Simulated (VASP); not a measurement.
Energy against volume of CoGa (CsCl type). Method: PBE GGA with D4 dispersion, VASP's PBE PAW potentials (set 64) (plane waves; VASP). Settings: 520 eV cut-off, 13×13×13 Γ-centred mesh, first-order Methfessel-Paxton smearing of 0.10 eV, potentials Ga_d Co.

| V (Å³/atom) | E (eV/atom) |
|---|---|
| 11.192 | -5.78649 |
| 11.538 | -5.79311 |
| 11.885 | -5.78692 |
| 12.231 | -5.76994 |

Problem. Fit these four points and predict the energy of the run at 10.846 Å³/atom.

Solution. A cubic in V^(−2/3), the third-order Birch-Murnaghan form, passes through the four points with V0 = 11.53 Å³/atom and B0 = 197 GPa, and gives -5.7648 eV/atom there. The run gave -5.7646 eV/atom, +0.2 meV/atom from the fit; all five points give B0 = 198 GPa.

The compound is CoGa in the CsCl type structure. It was relaxed first. The run is not spin-polarised, so no magnetic state was tried.
